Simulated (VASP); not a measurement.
An input for Ansatz (written as the equivalent of a VASP run, and not itself run):

Ansatz 0.2 input:
```yaml
crystal:
  lattice:
    - [1.7469133, -3.0257422, 0.0000000]
    - [1.7469133, 3.0257422, 0.0000000]
    - [0.0000000, 0.0000000, 13.9812176]
  atoms:
    - { symbol: Te, position: [0.3333330, 0.6666670, 0.8793312] }
    - { symbol: Te, position: [0.6666670, 0.3333330, 0.3793312] }
    - { symbol: Te, position: [0.6666670, 0.3333330, 0.1206688] }
    - { symbol: Te, position: [0.3333330, 0.6666670, 0.6206688] }
    - { symbol: Mo, position: [0.3333330, 0.6666670, 0.2500000] }
    - { symbol: Mo, position: [0.6666670, 0.3333330, 0.7500000] }
kpoints:
  mp_grid: { grid: [7, 7, 2] }
hamiltonian:
  xc: pbesol
  pseudopotentials: { kind: paw }
scf:
  occupations: { method: gaussian, width: 0.05 }
  max_iter: 100
relax:
  max_steps: 40
  f_tol: 0.02
  cell: { p_target: 5 }
output: { forces: true, stress: true, eigenvalues: true }
```

Question: Translate this input to VASP (INCAR, KPOINTS, POSCAR, choice of POTCAR).

Answer: This is not unique; one that fits is 
**KPOINTS**
```
Automatic
0
Gamma
  7 7 2
0 0 0
```

INCAR:
```
SYSTEM = MoTe2
PREC = Accurate
ENCUT = 500
EDIFF = 1E-6
NELM = 100
ALGO = Normal
LREAL = .FALSE.
LASPH = .TRUE.
ISMEAR = 0
SIGMA = 0.05
GGA = PS
LMAXMIX = 4
LWAVE = .FALSE.
LCHARG = .FALSE.
IBRION = 2
ISIF = 3
NSW = 40
EDIFFG = -0.02
PSTRESS = 50
```

### POSCAR
```
MoTe2
1
    1.7469132991    -3.0257421787     0.0000000000
    1.7469132991     3.0257421787     0.0000000000
    0.0000000000     0.0000000000    13.9812175885
Te Mo
4 2
Direct
  0.3333330000   0.6666670000   0.8793311766
  0.6666670000   0.3333330000   0.3793311766
  0.6666670000   0.3333330000   0.1206688234
  0.3333330000   0.6666670000   0.6206688234
  0.3333330000   0.6666670000   0.2500000000
  0.6666670000   0.3333330000   0.7500000000
```

POTCAR, in this order: Te Mo_sv (PBE.64 set). Program: vasp_std.

Limits of the translation: each code has its own PAW files, so the cut-off isn't converted (ENCUT is set for VASP's; basis.ecutwfc is left out, and Ansatz then takes the one that its files recommend); Ansatz stops its SCF on the density residual and VASP on the energy change (EDIFF).

The compound is MoTe2 in the 2H layered structure. This run relaxes it under an external pressure of 5 GPa. Symmetry was kept, so distortions that lower it aren't found.
